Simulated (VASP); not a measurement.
SrCl2 (fluorite): the lattice constant a from VASP (plane waves, PAW) at several levels of theory. Static lattice.  The measured value holds thermal and zero-point effects that the static calculation lacks.

```
level   lattice constant a (Å)  error against measurement
------  ----------------------  -------------------------
LDA                      6.812                     -2.3 %
PBE                      7.050                     +1.1 %
PBEsol                   6.920                     -0.8 %
SCAN                     6.981                     +0.1 %
r2SCAN                   7.002                     +0.4 %
```

Measured: 6.974 Å (as given by Kanchana et al., Calculated structural, elastic and electronic properties of SrCl2 (2010)).

The cell of the LDA run:

Space group Fm-3m (No. 225); a = 6.812 Å, b = 6.812 Å, c = 6.812 Å, α = 90.00°, β = 90.00°, γ = 90.00°

```
atom  site  symmetry       x       y       z
----  ----  --------  ------  ------  ------
Sr      4a      m-3m  0.0000  0.0000  0.0000
Cl      8c      -43m  0.2500  0.2500  0.2500
```
(The calculation used a cell of 3 atoms; values per cell refer to that cell.)

Only levels that ran to the end are used. Left out are those held back, those with too coarse a band path, GW runs whose mesh misses a band edge, hybrids' fits of cells that aren't cubic and levels without matching references; a question may draw on a part of the rest.

The compound is SrCl2 in the fluorite structure.
